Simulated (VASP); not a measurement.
Given:

```
InP
1.0
    0.00000     2.94553     2.94553
    2.94553     0.00000     2.94553
    2.94553     2.94553     0.00000
P In
1 1
Direct
  0.25000   0.25000   0.25000
  0.00000   0.00000   0.00000
```

Level of theory: PBE GGA with D3 dispersion (Becke-Johnson damping), VASP's PBE PAW potentials (set 64) (plane waves; VASP). Numerical set-up: 400 eV cut-off, Gaussian smearing of 0.050 eV, potentials P In_d.

Unless said otherwise, spin-orbit coupling is left out, though it shifts the bands of the heavy elements here.

Give the energies of bands 7 to 12 at the high-symmetry points, in eV from the valence-band maximum.

```json
[
 {"band": "7", "Γ": "0.00", "X": "-5.68", "U": "-5.54", "L": "-5.65", "W": "-5.54"},
 {"band": "8", "Γ": "0.00", "X": "-2.27", "U": "-3.23", "L": "-0.95", "W": "-2.89"},
 {"band": "9", "Γ": "0.00", "X": "-2.27", "U": "-1.89", "L": "-0.95", "W": "-2.84"},
 {"band": "10", "Γ": "0.63", "X": "1.79", "U": "2.37", "L": "1.46", "W": "4.29"},
 {"band": "11", "Γ": "4.09", "X": "2.27", "U": "4.36", "L": "4.81", "W": "4.32"},
 {"band": "12", "Γ": "4.09", "X": "9.14", "U": "7.47", "L": "4.81", "W": "5.53"}
]
```

The gap is direct, 0.63 eV, from the valence maximum at Γ to the conduction minimum at Γ.

The structure comes from a measured InP entry (F-43m) of the Crystallography Open Database, whose conditions weren't checked. It was relaxed first.
